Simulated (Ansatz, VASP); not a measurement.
# Cross-check of GeW between VASP and Ansatz, part 2 of 2

Aim: how closely do two programs agree when they are given the same cell, functional and k mesh? The cell is generated by rule, not measured, and may not be a known phase. The cell is taken from a series of VASP runs on this material, whose earlier steps may have relaxed, scaled or displaced it; both programs get it as it stands.

VASP 6.6.1 and Ansatz 0.2.0.

So far: Starting point; VASP: band structure, LDA; Ansatz: band structure, LDA; Comparison; Ansatz: band structure, LDA, spin-orbit coupling.

## 6. VASP: band structure, LDA, spin-orbit coupling

Level of this step: LDA, spin-orbit coupling; plane waves and PAW (W, Ge_d); invented cell (VASP).

The same cell, functional (in two slightly different forms), mesh and smearing now go to VASP, with its own data sets and cutoff.

INCAR reads:

```
SYSTEM = GeW
PREC = Accurate
ENCUT = 410
EDIFF = 1E-06
NELM = 100
ISMEAR = 0
SIGMA = 0.02
LREAL = .FALSE.
ALGO = Normal
GGA = CA
LNONCOLLINEAR = .TRUE.
MAGMOM = 0 0 0 0 0 0
NBANDS = 32
GGA_COMPAT = .FALSE.
LASPH = .TRUE.
LSORBIT = .TRUE.
LMAXMIX = 4
LORBIT = 11
LWAVE = .FALSE.
LCHARG = .FALSE.
KPAR = 4
ISIF = 2
```

POSCAR reads:

```
GeW
1.0
    0.0000000000      2.7600000000      2.7600000000
    2.7600000000      0.0000000000      2.7600000000
    2.7600000000      2.7600000000      0.0000000000
W Ge
1 1
Direct
    0.0000000000      0.0000000000      0.0000000000
    0.5000000000      0.5000000000      0.5000000000
```

KPOINTS reads:

```
Automatic mesh
0
Gamma
8 8 8
0 0 0
```

KPOINTS_OPT reads:

```
Line mode
16
Line-mode
Reciprocal
  0.00000000   0.00000000   0.00000000 GAMMA
  0.50000000   0.00000000   0.50000000 X

  0.50000000   0.00000000   0.50000000 X
  0.50000000   0.25000000   0.75000000 W

  0.50000000   0.25000000   0.75000000 W
  0.37500000   0.37500000   0.75000000 K

  0.37500000   0.37500000   0.75000000 K
  0.00000000   0.00000000   0.00000000 GAMMA

  0.00000000   0.00000000   0.00000000 GAMMA
  0.50000000   0.50000000   0.50000000 L

  0.50000000   0.50000000   0.50000000 L
  0.62500000   0.25000000   0.62500000 U

  0.62500000   0.25000000   0.62500000 U
  0.50000000   0.25000000   0.75000000 W

  0.50000000   0.25000000   0.75000000 W
  0.50000000   0.50000000   0.50000000 L

  0.50000000   0.50000000   0.50000000 L
  0.37500000   0.37500000   0.75000000 K

  0.62500000   0.25000000   0.62500000 U
  0.50000000   0.00000000   0.50000000 X
```

Potentials, in the order of the species: W and Ge_d (LDA family, release 64).

The run is started by

```console
mpirun -np 4 vasp_ncl
```

Numbers of over 12 decimals in the logs are rounded to 6 here.

Log:

```text
[... set-up lines as in an earlier step ...]
 entering main loop
       N       E                     dE             d eps       ncg     rms          rms(c)
DAV:   1     0.147744258117E+03    0.14774E+03   -0.81929E+03  2400   0.237E+03
DAV:   2     0.783242655443E+01   -0.13991E+03   -0.13265E+03  1896   0.645E+02
DAV:   3    -0.170070378441E+02   -0.24839E+02   -0.24293E+02  2192   0.138E+02
DAV:   4    -0.181988876793E+02   -0.11918E+01   -0.11890E+01  2176   0.357E+01
[...]
DAV:  11    -0.168696565831E+02    0.21243E-04   -0.65271E-05  2048   0.672E-02    0.228E-02
DAV:  12    -0.168696517344E+02    0.48487E-05   -0.14327E-05  2488   0.649E-02    0.796E-03
DAV:  13    -0.168696515793E+02    0.15505E-06   -0.69556E-07  1320   0.109E-02
   1 F= -.16869652E+02 E0= -.16868804E+02  d E =-.169453E-02  mag=    -0.0000     0.0000    -0.0000
 Start KPOINTS_OPT (optional k-point list driver)
k-point batch [1-29\160]
       N       E                     dE             ncg
DAV:   1    -0.329387408706E+03   -0.13247E+05     2384
DAV:   2    -0.432779495222E+04   -0.39984E+04     1928
DAV:   3    -0.503851223849E+04   -0.71072E+03     2176
DAV:   4    -0.507394887669E+04   -0.35437E+02     2112
[...]
DAV:   8    -0.507468339259E+04   -0.29928E-04     2080
DAV:   9    -0.507468339399E+04   -0.14014E-05     1688
DAV:  10    -0.507468339414E+04   -0.14916E-06     1184
[...]
k-point batch [146-160\160]
       N       E                     dE             ncg
DAV:   1     0.802659639525E+04   -0.97869E+04     1232
DAV:   2     0.598672536578E+04   -0.20399E+04     1040
DAV:   3     0.562364559814E+04   -0.36308E+03     1096
DAV:   4     0.560604113670E+04   -0.17604E+02     1128
DAV:   5     0.560567884230E+04   -0.36229E+00     1104
DAV:   6     0.560566998181E+04   -0.88605E-02     1144
DAV:   7     0.560566965725E+04   -0.32455E-03     1096
DAV:   8     0.560566964256E+04   -0.14691E-04     1104
DAV:   9     0.560566964191E+04   -0.65409E-06      840
```

Parts of OUTCAR (step 6):

```text
  Total       -7.4013761     -7.4013761     -7.4013761      0.0000000     -0.0000000      0.0000000
  in kB     -282.0108472   -282.0108472   -282.0108472      0.0000000     -0.0000000      0.0000000
  external PRESSURE =    -282.0108472 kB  Pullay stress =       0.0000000 kB

 POSITION                                       TOTAL-FORCE (eV/Angst)
 -----------------------------------------------------------------------------------
      0.00000      0.00000      0.00000         0.000000      0.000000      0.000000
      2.76000      2.76000      2.76000        -0.000000     -0.000000     -0.000000
 -----------------------------------------------------------------------------------
    total drift:                                0.000000      0.000000      0.000000

  FREE ENERGIE OF THE ION-ELECTRON SYSTEM (eV)
  ---------------------------------------------------
  free  energy   TOTEN  =       -16.8696515793 eV

  energy  without entropy=      -16.8679570461  energy(sigma->0) =      -16.86880431

 magnetization (x)
# of ion       s       p       d       tot
------------------------------------------
    1        0.000   0.000   0.000   0.000
    2        0.000   0.000   0.000   0.000
--------------------------------------------------
tot          0.000   0.000   0.000   0.000

 magnetization (y)
# of ion       s       p       d       tot
------------------------------------------
    1        0.000   0.000   0.000   0.000
    2       -0.000   0.000   0.000   0.000
--------------------------------------------------
tot         -0.000   0.000   0.000   0.000

 magnetization (z)
# of ion       s       p       d       tot
------------------------------------------
    1        0.000   0.000   0.000   0.000
    2        0.000   0.000   0.000   0.000
--------------------------------------------------
tot          0.000   0.000   0.000   0.000

[... 1 part as in an earlier step ...]

[... 2 further parts left out ...]
[key lines of the parts left out:]
E-fermi :   5.0850
```

The run ends at a pressure of -28.20 GPa.

## 7. Comparison

What differs besides the data sets and the points named for the pairs above, as far as they apply: spin-orbit coupling enters by fully relativistic files in Ansatz and inside the spheres in VASP; the data sets hold 28 valence electrons in Ansatz (fully relativistic PAW (standard-fr) files) and 20 in VASP. Total energies have different zeros and are not compared.

Both answers:

| quantity | Ansatz | VASP | difference |
| --- | --- | --- | --- |
| pressure (GPa) | -27.65 | -28.20 | +0.55 |

Levels from 3 eV below to 2 eV above the Fermi level differ by 18 meV r.m.s. and 74 meV at most; each VASP level is matched to the nearest of Ansatz, which flatters the figure a little.

## 8. Summary of results

```yaml
r_m_s_difference_of_levels_near_the_fermi_level_band_structure_lda: 15 meV
difference_in_pressure_band_structure_lda: 0.58 GPa
r_m_s_difference_of_levels_near_the_fermi_level_band_structure_lda_spin_orbit_coupling: 18 meV
difference_in_pressure_band_structure_lda_spin_orbit_coupling: 0.55 GPa
```

The difference in pressure is 0.58 GPa (band structure, LDA), within the 1 GPa picked in this series as the mark of a large difference. How closely two codes agree says nothing of how well the functional describes the real material.

[Lines on the potential files, build, host, timing and source positions are cut from VASP's logs without a mark.]

[Logs are printed without paths, hosts, clocks, repeated set-up lines and the standing remarks that a program may print on its own settings, such as how far it seeks lower states.]

[Hosts, paths, dates, database ids (printed as entryN), source tags and the programs' standing remarks are cut or masked in the printed files.]
